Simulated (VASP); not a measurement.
## HfS2: energy against strain

HfS2 (1T layered, P-3m1, 21.963 Å³/atom and stress up to 0.11 GPa in the relaxed cell, c along z) under a strain ε along c (axis z), the other axes held. PBEsol in VASP (plane waves, PAW), 480 eV, 10×10×6 Γ-centred mesh, Gaussian smearing 0.05 eV; ions are relaxed, or left where forces stay under 0.02 eV/Å, within the symmetry of each cell.

Here s stands for strain and y for E less E0.

```
strain (%)  E less E0 (meV/atom)
----------  --------------------
-1.50                       0.63
-1.00                       0.33
-0.50                       0.12
0.00                        0.00
0.50                       -0.06
1.00                       -0.06
1.50                        0.01
3.00                           ?
```

Q: Fit y against s with a parabola, and predict the withheld value at s = 3.00.

A: Least squares gives y = -0.005 - 0.2014·s + 0.1438·s². Residuals (row less fit): 0.009, -0.010, -0.012, 0.005, 0.010, 0.003, -0.006; standard error 0.011 (degrees of freedom: 4). Twice the quadratic coefficient over the volume, 2 × 0.1438 meV × 10⁴ × 0.1602 / 21.963 Å³, is the elastic constant C33 = 21.0 ± 0.7 GPa (± standard error of the fit, which holds the terms cut off). At the withheld row, y = -0.005 - 0.2014 × 3.0 + 0.1438 × 3.0² = 0.685 meV/atom. The calculation gives 0.46 meV/atom, 0.225 meV/atom below the prediction (32.6 % of the range of y in the table). The row lies outside the fitted rows, so this is an extrapolation. From the scatter of the fitted rows alone, a prediction at this place has a standard error of 0.043 meV/atom, so the miss is 5.2 times that.

A polynomial of degree 3 through the 12 other runs of the series gives 0.44 there, so most of the miss is curvature that the fit leaves out. For HfS2: without a dispersion term in the relaxation, distances and binding between the weakly bound layers, chains or molecules are unreliable, and so is what depends on them. Rows are the converged runs of the series near zero and its far end, less any whose ions stayed unrelaxed beside relaxed ones; series whose fitted rows scatter by over a few per cent of the range, as at a crossing or softening among them, aren't shown in this form. Most that stay on the fit to the last digits aren't either.
